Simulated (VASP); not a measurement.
# V: a series in a change of volume

Wanted: the elastic response of V to a change of volume, with a fit that predicts a row left out.

Program: VASP 6.6.1. Level of theory: r2SCAN, no spin polarisation; plane waves and PAW (V_sv), in the first sound run; inputs show where later runs differ. Results are calculated unless marked as measured.

## (1) Set-up

It takes space group Im-3m (No. 229, cubic). Conventional cell: a = 3.020 Å, b = 3.020 Å, c = 3.020 Å, α = 90.00°, β = 90.00°, γ = 90.00°. V has 8 V at 2.62 Å nearest.

As a file:

```cif
data_structure
_symmetry_space_group_name_H-M 'P 1'
_symmetry_Int_Tables_number 1
_cell_length_a 2.6154
_cell_length_b 2.6154
_cell_length_c 2.6154
_cell_angle_alpha 109.471
_cell_angle_beta 109.471
_cell_angle_gamma 109.471
_cell_volume 13.77
loop_
_atom_site_label
_atom_site_type_symbol
_atom_site_fract_x
_atom_site_fract_y
_atom_site_fract_z
_atom_site_occupancy
V1 V 0.00000 0.00000 0.00000 1
```

## (2) Relax the crystal, r2SCAN

The series starts from the cell that this level prefers, so that zero strain is near zero stress.

This step took 2 runs in a row; the last is shown.

Level: r2SCAN, no spin polarisation; plane waves and PAW (V_sv).

INCAR

```
SYSTEM = V
PREC = Accurate
ENCUT = 450
EDIFF = 1E-07
NELM = 120
ISMEAR = 1
SIGMA = 0.15
LREAL = .FALSE.
ALGO = Normal
METAGGA = R2SCAN
LASPH = .TRUE.
NBANDS = 12
LORBIT = 11
LWAVE = .FALSE.
LCHARG = .FALSE.
KPAR = 8
IBRION = 2
NSW = 40
ISIF = 3
EDIFFG = -0.005
POTIM = 0.4
```

POSCAR

```
V
1.0
   -1.4918923969      1.4918923969      1.4918923969
    1.4918923969     -1.4918923969      1.4918923969
    1.4918923969      1.4918923969     -1.4918923969
V
1
Direct
    0.0000000000      0.0000000000      0.0000000000
```

KPOINTS

```
Automatic mesh
0
Gamma
27 27 27
0 0 0
```

The projector-augmented-wave data sets are V_sv (PBE family, release 64).

Launch:

```sh
$ mpirun -np 8 vasp_std
```

The program printed:

```text
[banner, memory and clock lines left out]
running    8 mpi-ranks, on    1 nodes
[...]
|                                                                             |
|           W    W    AA    RRRRR   N    N  II  N    N   GGGG   !!!           |
|           W    W   A  A   R    R  NN   N  II  NN   N  G    G  !!!           |
|           W    W  A    A  R    R  N N  N  II  N N  N  G       !!!           |
|           W WW W  AAAAAA  RRRRR   N  N N  II  N  N N  G  GGG   !            |
|           WW  WW  A    A  R   R   N   NN  II  N   NN  G    G                |
|           W    W  A    A  R    R  N    N  II  N    N   GGGG   !!!           |
|                                                                             |
|     For optimal performance we recommend to set                             |
|       NCORE = 2 up to number-of-cores-per-socket                            |
|     NCORE specifies how many cores store one orbital (NPAR=cpu/NCORE).      |
|     This setting can greatly improve the performance of VASP for DFT.       |
[...]
DAV:   2    -0.141304698266E+02    0.73558E-03   -0.16778E-03 13536   0.703E-01    0.597E-02
DAV:   3    -0.141304705021E+02   -0.67551E-06   -0.80347E-06 14072   0.344E-02    0.346E-02
DAV:   4    -0.141304686025E+02    0.18996E-05   -0.60240E-06 14200   0.301E-02    0.268E-03
DAV:   5    -0.141304685267E+02    0.75799E-07   -0.86481E-08 10788   0.416E-03
   2 F= -.14130469E+02 E0= -.14130563E+02  d E =0.359437E-07
 trial-energy change:    0.000000  1 .order   -0.000001   -0.000028    0.000026
 step:   0.4891(harm=  0.5199)  dis= 0.00000  next Energy=   -14.130475 (dE=-0.681E-05)
[...]
N       E                     dE             d eps       ncg     rms          rms(c)
DAV:   1    -0.141306663222E+02   -0.19772E-03   -0.30825E-03 13452   0.964E-01    0.153E-01
DAV:   2    -0.141304787014E+02    0.18762E-03   -0.44114E-04 13536   0.359E-01    0.303E-02
DAV:   3    -0.141304760366E+02    0.26649E-05   -0.20939E-06 14036   0.176E-02    0.175E-02
DAV:   4    -0.141304751092E+02    0.92737E-06   -0.15905E-06 14224   0.155E-02    0.141E-03
DAV:   5    -0.141304751908E+02   -0.81637E-07   -0.22528E-08  7576   0.218E-03
   3 F= -.14130475E+02 E0= -.14130570E+02  d E =-.662819E-05
[...]
reached required accuracy - stopping structural energy minimisation
```

The job ended after 33 s (8 MPI ranks of Intel Xeon 6975P-C (Granite Rapids), shared host; peak memory 1.4 GiB; 4.2 min of CPU time).

The logs omit lines about the potential files and the build; timing stands in the text.

OUTCAR, selected parts (step 2):

```text
  Total       -0.0011749     -0.0011749     -0.0011749     -0.0000000      0.0000000     -0.0000000
  in kB       -0.1418506     -0.1418506     -0.1418506     -0.0000000      0.0000000     -0.0000000
  external PRESSURE =      -0.1418506 kB  Pullay stress =       0.0000000 kB

 POSITION                                       TOTAL-FORCE (eV/Angst)
 -----------------------------------------------------------------------------------
     -0.00000      0.00000      0.00000        -0.000000      0.000000      0.000000
 -----------------------------------------------------------------------------------
    total drift:                                0.000000      0.000000      0.000000

  FREE ENERGIE OF THE ION-ELECTRON SYSTEM (eV)
  ---------------------------------------------------
  free  energy   TOTEN  =       -14.1304751908 eV

  energy  without entropy=      -14.1307606957  energy(sigma->0) =      -14.13057036

 reached required accuracy - stopping structural energy minimisation

[... 3 further parts left out ...]
[key lines of the parts left out:]
E-fermi :   9.8461
```

Read from the output:

* energy(sigma→0) of the program: -14.1306 eV
* stress, compression positive: xx, yy, zz -0.01, -0.01, -0.01 GPa
* volume: 13.271 Å³
* ionic steps: 3

## (3) Relax at fixed volume, r2SCAN

One member in full: the volume is scaled by 1.04, and the cell is held.

Level: r2SCAN, no spin polarisation; plane waves and PAW (V_sv).

Edit INCAR of step 2 so:

```diff
@@ -15,7 +15,8 @@
 LCHARG = .FALSE.
-KPAR = 8
+KPAR = 2
 IBRION = 2
 NSW = 40
-ISIF = 3
-EDIFFG = -0.005
+ISIF = 2
+EDIFFG = -0.004
 POTIM = 0.4
+MAXMIX = 40
```

POSCAR

```
V
1.0
   -1.5110781858      1.5110781858      1.5110781858
    1.5110781858     -1.5110781858      1.5110781858
    1.5110781858      1.5110781858     -1.5110781858
V
1
Direct
    0.0000000000      0.0000000000      0.0000000000
```

KPOINTS is that of step 2.

Launch:

```sh
$ mpirun -np 2 vasp_std
```

The program printed:

```text
[banner, memory and clock lines left out]
running    2 mpi-ranks, on    1 nodes
[...]
[... a notice as in an earlier step ...]

 LDA part: xc-table for (None), standard interpolation
 POSCAR, INCAR and KPOINTS ok, starting setup
[...]
entering main loop
       N       E                     dE             d eps       ncg     rms          rms(c)
DAV:   1     0.784037515754E+02    0.78404E+02   -0.66850E+03 13476   0.109E+03
DAV:   2    -0.176592663935E+02   -0.96063E+02   -0.93403E+02 13696   0.322E+02
DAV:   3    -0.189261605028E+02   -0.12669E+01   -0.12630E+01 15020   0.433E+01
DAV:   4    -0.189328424169E+02   -0.66819E-02   -0.66817E-02 14368   0.335E+00
[...]
DAV:  13    -0.141202252530E+02   -0.85504E-06   -0.21065E-08  7616   0.182E-03    0.152E-03
DAV:  14    -0.141202255720E+02   -0.31900E-06   -0.43672E-08  6932   0.332E-03    0.190E-04
DAV:  15    -0.141202255956E+02   -0.23680E-07   -0.15561E-09  6828   0.506E-04
   1 F= -.14120226E+02 E0= -.14120310E+02  d E =-.141202E+02
[...]
reached required accuracy - stopping structural energy minimisation
```

Wall time 59 s (2 MPI ranks); peak memory 0.34 GiB.

From OUTCAR (step 3):

```text
  Total       -0.6131995     -0.6131995     -0.6131995      0.0000000      0.0000000      0.0000000
  in kB      -71.1855046    -71.1855046    -71.1855046      0.0000000      0.0000000      0.0000000
  external PRESSURE =     -71.1855046 kB  Pullay stress =       0.0000000 kB

 POSITION                                       TOTAL-FORCE (eV/Angst)
 -----------------------------------------------------------------------------------
      0.00000      0.00000      0.00000        -0.000000      0.000000      0.000000
 -----------------------------------------------------------------------------------
    total drift:                                0.000000      0.000000      0.000000

  FREE ENERGIE OF THE ION-ELECTRON SYSTEM (eV)
  ---------------------------------------------------
  free  energy   TOTEN  =       -14.1202255956 eV

  energy  without entropy=      -14.1204778434  energy(sigma->0) =      -14.12030968

[... 2 parts as in an earlier step ...]

[... 2 further parts left out ...]
[key lines of the parts left out:]
E-fermi :   9.3561
```

Read from the output:

| Quantity | Value |
| --- | --- |
| energy(sigma→0) of the program | -14.1203 eV |
| stress, compression positive | xx, yy, zz -7.12, -7.12, -7.12 GPa |
| ionic steps | 1 |

## (4) All members

The other members went through these steps as far as the tables show, with the same cutoff and, step by step, the same mesh; 9 runs are not shown. The session took 0.45 core hours (wall time by ranks) on a shared machine.

```
volume over the relaxed volume  volume (Å³/atom)  pressure (GPa)  energy above the unstrained row, extrapolated to no smearing (meV/atom)
                         0.940            12.474          13.578                                                                   35.288
                         0.960            12.740           8.604                                                                   15.875
                         0.980            13.005               ?                                                                        ?
                         0.990            13.138           1.986                                                                    1.307
                             1            13.271          -0.017                                                                    0.000
                         1.010            13.403          -1.922                                                                    0.289
                         1.020            13.536          -3.736                                                                    2.132
                         1.040            13.801          -7.119                                                                   10.203
                         1.060            14.067         -10.194                                                                   23.631
```

## (5) Stress from the known rows

A least-squares cubic through the 8 rows shown, with u the logarithm of the volume ratio: pressure = − 340.3 u³ + 373.4 u² − 195.3 u − 0.01474 (GPa), r.m.s. residual 0.0014 GPa.

For the withheld row, u = -0.02020, the fit gives 4.086 GPa.

## (6) Prediction against calculation

The calculation gives 4.087 GPa, so the prediction is 0.001 GPa too low.

A cubic of the pressure in ln(V/V₀) through all rows has the slope −B at V₀: B = 195 GPa, and its curvature gives B′ = 3.8.

## (7) What came out

| Property | Result |
| --- | --- |
| error of the predicted pressure | -0.001 GPa |
| bulk modulus | 195 GPa |

The slope of the energy gives 0.60 GPa at the relaxed volume where the pressure column has -0.02 GPa, a mark of the finite basis or of the smearing. These are static values: temperature and zero-point motion are left out. In a metal the slopes also depend on mesh and smearing, which were held through the series.

[Lines on the potential files, build, host, timing and source positions are cut from VASP's logs without a mark.]

[Logs are printed without paths, hosts, clocks, repeated set-up lines and the standing remarks that a program may print on its own settings, such as how far it seeks lower states.]

[Hosts, paths, dates, database ids (printed as entryN), source tags and the programs' standing remarks are cut or masked in the printed files.]

[In band tables of VASP the shares of atoms and orbitals are scaled to a sum of 1 inside the atoms' spheres.]
